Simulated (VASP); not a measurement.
# Band edges against the vacuum: BP(110), part 3 of 3

Where do the bulk band edges lie against the vacuum outside BP(110)?

VASP 6.6.1; r2SCAN; plane waves and PAW (B, P).

So far, gap on the k-mesh (eV): step 3 (band edges of the bulk) 1.44.

## (5) Potential and states of the slab

A static run writes the electrostatic potential without exchange and correlation (LVHAR), which is flat in the vacuum and gives the level to count from. The dipole correction cancels the field that unlike faces would set up across the vacuum.

INCAR

```
SYSTEM = BP
PREC = Normal
ENCUT = 360
EDIFF = 1E-06
NELM = 120
ISMEAR = 0
SIGMA = 0.03
LREAL = Auto
ALGO = Normal
METAGGA = R2SCAN
LASPH = .TRUE.
NBANDS = 54
LORBIT = 11
LWAVE = .FALSE.
LCHARG = .TRUE.
KPAR = 4
IDIPOL = 3
LDIPOL = .TRUE.
DIPOL = 0.5 0.5 0.5
LVHAR = .TRUE.
LVACPOTAV = .TRUE.
NEDOS = 1500
```

POSCAR

```
BP
1.0
    3.2051789530      0.0000000000      0.0000000000
    0.0000000000      4.5328075452      0.0000000000
    0.0000000000      0.0000000000     28.8207158121
B P
9 9
Direct
    0.0000000000      0.0492205826      0.2890036137
    0.5000000000      0.4939419232      0.3324302631
    0.0000000000      0.9939037534      0.3888361712
    0.5000000000      0.4916762461      0.4441891675
    0.0000000000      0.9920646998      0.5000000000
    0.5000000000      0.4916762461      0.5558108325
    0.0000000000      0.9939037534      0.6111638288
    0.5000000000      0.4939419232      0.6675697369
    0.0000000000      0.0492205826      0.7109963863
    0.0000000000      0.7376483421      0.3326409516
    0.5000000000      0.2564434849      0.2725703151
    0.0000000000      0.7417266910      0.4442674497
    0.5000000000      0.2433577603      0.3882175176
    0.0000000000      0.7417266910      0.5557325503
    0.5000000000      0.2420977331      0.5000000000
    0.0000000000      0.7376483421      0.6673590484
    0.5000000000      0.2433577603      0.6117824824
    0.5000000000      0.2564434849      0.7274296849
```

KPOINTS

```
Automatic mesh
0
Gamma
8 5 1
0 0 0
```

KPOINTS_OPT

```
Line mode
14
Line-mode
Reciprocal
  0.00000000   0.00000000   0.00000000 GAMMA
  0.50000000   0.00000000   0.00000000 X

  0.50000000   0.00000000   0.00000000 X
  0.50000000   0.50000000   0.00000000 S

  0.50000000   0.50000000   0.00000000 S
  0.00000000   0.50000000   0.00000000 Y

  0.00000000   0.50000000   0.00000000 Y
  0.00000000   0.00000000   0.00000000 GAMMA

  0.00000000   0.00000000   0.00000000 GAMMA
  0.50000000   0.50000000   0.00000000 S
```

PAW data sets: B and P (PBE family, release 64).

The run is started by

```sh
> mpirun -np 4 vasp_std
```

The log of the run:

```text
[... set-up lines as in an earlier step ...]
 entering main loop
       N       E                     dE             d eps       ncg     rms          rms(c)
DAV:   1     0.259528738837E+03    0.25953E+03   -0.24020E+04  1620   0.831E+02
DAV:   2    -0.136751107183E+03   -0.39628E+03   -0.38091E+03  2178   0.197E+02
DAV:   3    -0.167606826822E+03   -0.30856E+02   -0.30325E+02  1960   0.564E+01
DAV:   4    -0.168462249062E+03   -0.85542E+00   -0.85193E+00  2360   0.972E+00
DAV:   5    -0.168485749006E+03   -0.23500E-01   -0.23486E-01  2180   0.158E+00    0.236E+01
DAV:   6    -0.152396998321E+03    0.16089E+02   -0.63848E+00  1906   0.878E+00    0.146E+01
DAV:   7    -0.151997336515E+03    0.39966E+00   -0.31151E+00  2034   0.576E+00    0.185E+00
DAV:   8    -0.151969211600E+03    0.28125E-01   -0.23471E-01  2008   0.186E+00    0.110E+00
DAV:   9    -0.151972111771E+03   -0.29002E-02   -0.22151E-02  2218   0.504E-01    0.938E-01
DAV:  10    -0.151977086633E+03   -0.49749E-02   -0.24673E-03  1896   0.204E-01    0.387E-01
DAV:  11    -0.151979921831E+03   -0.28352E-02   -0.35314E-03  1952   0.229E-01    0.118E-01
DAV:  12    -0.151980409173E+03   -0.48734E-03   -0.38191E-04  2144   0.683E-02    0.114E-01
DAV:  13    -0.151980969278E+03   -0.56011E-03   -0.10298E-04  1960   0.333E-02    0.415E-02
DAV:  14    -0.151982181650E+03   -0.12124E-02   -0.50404E-04  1978   0.660E-02    0.799E-02
DAV:  15    -0.151982282388E+03   -0.10074E-03   -0.18833E-05  2144   0.154E-02    0.415E-02
DAV:  16    -0.151982619546E+03   -0.33716E-03   -0.42725E-05  1988   0.236E-02    0.308E-02
DAV:  17    -0.151982805872E+03   -0.18633E-03   -0.53668E-05  2014   0.231E-02    0.271E-02
DAV:  18    -0.151982853686E+03   -0.47814E-04   -0.68579E-06  1808   0.845E-03    0.488E-03
DAV:  19    -0.151982900676E+03   -0.46990E-04   -0.91928E-06  1780   0.940E-03    0.195E-02
DAV:  20    -0.151982907722E+03   -0.70452E-05   -0.69662E-07  1568   0.407E-03    0.581E-03
DAV:  21    -0.151982920582E+03   -0.12860E-04   -0.12630E-06  1456   0.501E-03    0.805E-03
DAV:  22    -0.151982935322E+03   -0.14740E-04   -0.17342E-06  1602   0.538E-03    0.122E-03
DAV:  23    -0.151982937557E+03   -0.22348E-05   -0.16613E-07  1264   0.241E-03    0.130E-03
DAV:  24    -0.151982941685E+03   -0.41280E-05   -0.52784E-07  1466   0.356E-03    0.143E-03
DAV:  25    -0.151982943635E+03   -0.19503E-05   -0.18711E-07  1440   0.225E-03    0.595E-04
DAV:  26    -0.151982943638E+03   -0.31050E-08   -0.55725E-08  1196   0.126E-03
 -----------------------------------------------------------------------------
|                                                                             |
|           W    W    AA    RRRRR   N    N  II  N    N   GGGG   !!!           |
|           W    W   A  A   R    R  NN   N  II  NN   N  G    G  !!!           |
|           W    W  A    A  R    R  N N  N  II  N N  N  G       !!!           |
|           W WW W  AAAAAA  RRRRR   N  N N  II  N  N N  G  GGG   !            |
|           WW  WW  A    A  R   R   N   NN  II  N   NN  G    G                |
|           W    W  A    A  R    R  N    N  II  N    N   GGGG   !!!           |
|                                                                             |
|     Did not find any points to average over, which means that no vacuum     |
|     field-free region was found. Please increase the size of  your cell     |
|     in the dimension of the dipole correction to obtain accurate            |
|     workfunction values.                                                    |
|                                                                             |
 -----------------------------------------------------------------------------

   1 F= -.15198294E+03 E0= -.15198294E+03  d E =-.535426E-11
 Start KPOINTS_OPT (optional k-point list driver)
k-point batch [1-15\70]
       N       E                     dE             ncg
DAV:   1     0.144200094647E+03   -0.14731E+05     1620
DAV:   2    -0.570342408426E+04   -0.58476E+04     2096
DAV:   3    -0.618440955118E+04   -0.48099E+03     1928
DAV:   4    -0.619814226810E+04   -0.13733E+02     2304
DAV:   5    -0.619845979258E+04   -0.31752E+00     2106
DAV:   6    -0.619847289770E+04   -0.13105E-01     2320
DAV:   7    -0.619847345737E+04   -0.55967E-03     2098
DAV:   8    -0.619847349170E+04   -0.34324E-04     2208
DAV:   9    -0.619847349376E+04   -0.20597E-05     1602
DAV:  10    -0.619847349398E+04   -0.22442E-06     1376
[...]
k-point batch [61-70\70]
       N       E                     dE             ncg
DAV:   1     0.301764735742E+03   -0.15861E+05     1088
DAV:   2    -0.351407048375E+04   -0.38158E+04     1504
DAV:   3    -0.378935564435E+04   -0.27529E+03     1290
DAV:   4    -0.379595310932E+04   -0.65975E+01     1528
DAV:   5    -0.379611479924E+04   -0.16169E+00     1432
DAV:   6    -0.379612225112E+04   -0.74519E-02     1568
DAV:   7    -0.379612258006E+04   -0.32894E-03     1472
DAV:   8    -0.379612259750E+04   -0.17443E-04     1440
DAV:   9    -0.379612259845E+04   -0.95188E-06     1136
```

Wall time 5.4 min (4 MPI ranks of AMD EPYC 9R45, shared host); peak memory 1.6 GiB; 21 min of CPU time.

From OUTCAR (step 5):

```text
   NELECT =      72.0000    total number of electrons

 E-fermi :   0.9553

 k-point     1 :       0.0000    0.0000    0.0000
  band No.  band energies     occupation
    ...
     32       0.1527      2.00000
     33       0.5222      2.00000
     34       0.5725      2.00000
     35       0.7594      2.00000
     36       0.8273      2.00000
     37       2.6710      0.00000
     38       2.8896      0.00000
     39       2.9865      0.00000
     40       3.4357      0.00000
     41       3.6328      0.00000
    ...

  Total       -2.2276194      1.5385075     -0.9772165      0.0000000      0.0000000      0.0000000
  in kB       -8.5236823      5.8868892     -3.7391858      0.0000000      0.0000000      0.0000000
  external PRESSURE =      -2.1253263 kB  Pullay stress =       0.0000000 kB

 POSITION                                       TOTAL-FORCE (eV/Angst)
 -----------------------------------------------------------------------------------
      0.00000      0.22311      8.32929        -0.000000     -0.010254      0.013118
      1.60259      2.23894      9.58088        -0.000000      0.000562      0.007014
      0.00000      4.50517     11.20654        -0.000000     -0.004853      0.005413
      1.60259      2.22867     12.80185        -0.000000      0.005570      0.016964
      0.00000      4.49684     14.41036        -0.000000      0.009579      0.000000
      1.60259      2.22867     16.01887        -0.000000      0.005570     -0.016964
      0.00000      4.50517     17.61418        -0.000000     -0.004853     -0.005413
      1.60259      2.23894     19.23984        -0.000000      0.000562     -0.007014
      0.00000      0.22311     20.49142        -0.000000     -0.010254     -0.013118
      0.00000      3.34362      9.58695        -0.000000      0.005680      0.027866
      1.60259      1.16241      7.85567         0.000000     -0.005386      0.006674
      0.00000      3.36210     12.80411        -0.000000      0.006379      0.010618
      1.60259      1.10309     11.18871         0.000000     -0.006849      0.004974
      0.00000      3.36210     16.01661        -0.000000      0.006379     -0.010618
      1.60259      1.09738     14.41036        -0.000000      0.008721      0.000000
      0.00000      3.34362     19.23377        -0.000000      0.005680     -0.027866
      1.60259      1.10309     17.63201         0.000000     -0.006849     -0.004974
      1.60259      1.16241     20.96504         0.000000     -0.005386     -0.006674
 -----------------------------------------------------------------------------------
    total drift:                                0.000000     -0.004652      0.000002

  FREE ENERGIE OF THE ION-ELECTRON SYSTEM (eV)
  ---------------------------------------------------
  free  energy   TOTEN  =      -151.9829436384 eV

  energy  without entropy=     -151.9829436384  energy(sigma->0) =     -151.98294364

 vacuum level on the upper side and lower side of the slab         6.519         6.519

[... 9 parts as in an earlier step ...]

[... 9 further parts left out ...]
```

This step gave:

* electronic cycles: 26
* Fermi energy: 0.9553 eV
* least gap on mesh and path: 0.6137 eV
* least direct gap on mesh and path: 1.643 eV
* vacuum levels: 6.519, 6.519 eV
* ionisation potentials of the upper and lower face: 5.692, 5.692 eV
* electron affinities of the upper and lower face: 5.078, 5.078 eV

The electronic bands at the labelled points (eV, zero at the valence-band top; v1 is the highest filled band, c1 the lowest empty one):

```tsv
point	v4	v3	v2	v1	c1	c2	c3	c4
Γ	-0.31	-0.25	-0.07	0.00	1.84	2.06	2.16	2.61
0.46 of the way	-2.20	-1.59	-1.17	-0.86	1.96	2.12	2.46	2.73
X	-2.74	-2.49	-1.20	-1.03	0.61	0.67	1.77	2.05
0.54 of the way	-2.43	-2.32	-0.99	-0.83	1.14	1.27	3.02	3.03
S	-2.04	-1.89	-0.85	-0.67	1.53	1.70	4.46	4.54
0.46 of the way	-1.81	-1.77	-0.78	-0.74	1.80	1.90	4.23	4.28
Y	-1.89	-1.80	-0.87	-0.80	1.42	1.59	2.60	3.11
0.46 of the way	-1.29	-1.28	-0.52	-0.41	1.61	1.88	2.27	2.83
Γ	-0.31	-0.25	-0.07	0.00	1.84	2.06	2.16	2.61
0.46 of the way	-1.69	-1.41	-0.77	-0.66	1.79	1.98	3.20	3.23
S	-2.04	-1.89	-0.85	-0.67	1.53	1.70	4.46	4.54
```

Of the projections kept (B, P), the largest for each band there; the rest of the weight can lie on other orbitals:

```tsv
point	v4	v3	v2	v1	c1	c2	c3	c4
Γ	B 0.53	P 0.63	B 0.54	P 0.60	B 0.62	B 0.74	B 0.62	B 0.82
X	P 0.57	P 0.52	P 0.76	P 0.72	B 0.86	B 0.82	B 0.72	B 0.66
S	P 0.53	P 0.54	P 0.76	P 0.74	B 0.91	B 0.91	B 0.60	B 0.57
Y	P 0.53	P 0.51	P 0.72	P 0.72	B 0.86	B 0.89	B 0.50	B 0.58
Γ	B 0.53	P 0.63	B 0.54	P 0.60	B 0.62	B 0.74	B 0.62	B 0.82
S	P 0.53	P 0.54	P 0.76	P 0.74	B 0.91	B 0.91	B 0.60	B 0.57
```

The planar average of the electrostatic potential oscillates, so the rows of the table below give means over windows of 1.65 Å about each position, cut where the curve ends. Its maxima inside the range that stand out by 2 % of the span (Å: eV): 8.7: -3.65, 10.4: -2.47, 12.0: -2.53, 13.6: -2.49, 15.2: -2.49, 16.8: -2.53, 18.4: -2.47, 20.1: -3.65. Its minima: 7.9: -9.99, 9.6: -11.3, 11.2: -11.3, 12.8: -11.3, 14.4: -11.3, 16.1: -11.3, 17.6: -11.3, 19.2: -11.3, 20.9: -9.99.

Zero at the Fermi level. The planar average of the electrostatic potential by height; means over each step:

```tsv
height (Å)	planar average of the electrostatic potential (eV)
0.82	5.56
2.47	5.56
4.12	5.56
5.77	5.38
7.42	-3.05
9.07	-7.50
10.72	-7.52
12.37	-7.50
14.02	-7.51
15.67	-7.48
17.32	-7.45
18.97	-7.49
20.62	-6.37
22.27	3.84
23.92	5.55
25.57	5.56
27.22	5.56
```

Density of states in the PAW spheres, an atom over height of the layer and energy from the Fermi level.

Ten even steps from '_' (0.000 states/eV) to '@' (0.519 states/eV), each cell a mean:
```
______________________
______________________
::......______......::
@@--::..______..::--@@
@@--::..........::--@@
==::::::------::::::==
==::::----------::::==
++----==========----++
**====++++++++++====**
**====++++**++++====**
====++==========++====
==--==++++==++++==--==
----++++++++++++++----
==++++==========++++==
::::------==------::::
::--==--======--==--::
::::::::------::::::::
----==--======--==----
......................
..........__..........
::==--::::::::::--==::
::--==--::::::--==--::
```
Columns: height of the layer (Å) from 7.9 to 21 (not evenly spaced); rows upwards: energy from the Fermi level (eV) from -7.9 to 0.5.

Electrostatic potential energy in the cb plane at fractional x = 0.000, with atoms of B and P within 0.2 Å of it. With pseudopotentials it is smooth inside the atoms' cores, unlike the true potential.

Values in eV, 7 rows by 16 columns, each cell a mean:
```
  7   7   7   7   6   6   6   0 -16 -22 -14 -19 -17 -16 -19 -14
  7   7   7   6   7   6   6   4  -2 -56 -29  -2 -44 -43  -2 -31
  7   7   7   7   7   7   6   5   1 -39 -17   2 -28 -27   2 -17
  7   7   7   7   7   7   6   5   3  -1   1   3   0   0   3   1
  7   7   7   7   7   7   6   4   2   3   3   3   4   4   3   3
  7   7   7   7   7   6   6   1 -15   1   2  -4   3   3  -3   2
  7   7   7   7   6   6   6  -5 -16  -5  -7 -18  -1  -1 -18  -6
```
Columns run along c (16.0 Å, from fractional 0.00 to 0.56 of the cell; values clipped at the 3rd and 97th percentile), rows up along b (4.5 Å). Atoms in or near the plane, at fractional coordinates: B at (0.29, 0.05), B at (0.39, 0.99), B at (0.50, 0.99), P at (0.33, 0.74), P at (0.44, 0.74), P at (0.56, 0.74).

Valence density in the cb plane at fractional x = 0.000, with atoms of B and P within 0.2 Å of it. It is the smooth field of the valence electrons, not physical close to the nuclei.

Values in units of 1e-1 e/Å³, 7 rows by 16 columns, each cell a mean:
```
0.0 0.0 0.0 0.0 0.0 0.0 0.1 0.9 6.3 7.9 7.4 6.8 7.3 7.4 6.8 7.8
0.0 0.0 0.0 0.0 0.0 0.0 0.0 0.3 3.5 3.3 6.1 4.0 4.8 5.1 4.0 6.2
0.0 0.0 0.0 0.0 0.0 0.0 0.0 0.2 1.5 4.7 3.7 1.3 4.5 4.4 1.3 3.8
0.0 0.0 0.0 0.0 0.0 0.0 0.1 0.3 0.8 2.5 1.5 0.6 2.1 2.0 0.6 1.6
0.0 0.0 0.0 0.0 0.0 0.0 0.2 0.9 1.5 0.8 0.8 1.2 0.7 0.7 1.2 0.8
0.0 0.0 0.0 0.0 0.0 0.0 0.2 2.1 4.7 1.2 1.6 3.7 1.0 1.0 3.6 1.5
0.0 0.0 0.0 0.0 0.0 0.0 0.1 2.1 4.7 3.3 3.8 5.5 2.8 2.9 5.6 3.7
```
Columns run along c (16.0 Å, from fractional 0.00 to 0.56 of the cell), rows up along b (4.5 Å). Atoms in or near the plane, at fractional coordinates: B at (0.29, 0.05), B at (0.39, 0.99), B at (0.50, 0.99), P at (0.33, 0.74), P at (0.44, 0.74), P at (0.56, 0.74).

The map of layer states is cut here 0.5 eV above the Fermi level, so it leaves out the states above that.

The vacuum level lies 5.69 eV above the highest filled level at the upper face; both faces agree, as the slab has next to no dipole.

The program found no field-free point at its default tolerance, but its printed level agrees with the flat part of the planar average.

## (6) Lining up bulk and slab

This step: band edges against the vacuum, r2SCAN; plane waves and PAW (VASP 6.6.1).

No new run; the numbers come from the runs before.

Numbers from this step:

```
ionisation energy       : 5.682 eV
offset spread           : 0.03370 eV
bulk gap                : 1.438 eV
slab gap                : 0.6137 eV
electron affinity       : 4.244 eV
buckling                : 0.4736 Å
tilt                    : 26.76 degree
surface energy, relaxed : 2.096 J/m²
```

The averaged core potentials of the four middle atoms lie -6.593 eV from those of the bulk run. The bulk valence top (7.431 eV), moved by that offset, is taken from the upper vacuum level (6.519 eV).

## (7) Outcome

| Property | Result |
| --- | --- |
| ionisation energy | 5.68 eV |
| electron affinity | 4.24 eV |
| buckling | 0.474 Å |
| surface energy, relaxed | 2.10 J/m² |

In words: The bulk valence-band top lies 5.68 eV below the vacuum of BP(110), and the conduction-band bottom 4.24 eV. The top layer buckles by 0.47 Å, a tilt of 27°, with P outermost, as the anion takes the dangling-bond electrons and the cation flattens towards sp². The surface costs 2.10 J/m². The slab's least gap is 0.61 eV, against 1.44 eV in the bulk. Confinement widens it, surface states can narrow it, and the two gaps need not lie at the same wave vector; the faces' own affinities count to the slab's lowest empty state. The offsets of the four middle atoms spread by 0.03 eV; a shift common to all four would not show in it. The bulk edges are read on a mesh, so a band minimum between its points makes the gap too large and the affinity too small. One thickness was run. Semilocal band edges put the valence top too high and the gap too small.

[Lines on the potential files, build, host, timing and source positions are cut from VASP's logs without a mark.]

[Logs are printed without paths, hosts, clocks, repeated set-up lines and the standing remarks that a program may print on its own settings, such as how far it seeks lower states.]

[Hosts, paths, dates, database ids (printed as entryN), source tags and the programs' standing remarks are cut or masked in the printed files.]

[Runs that stopped without an error message from VASP are left out.]
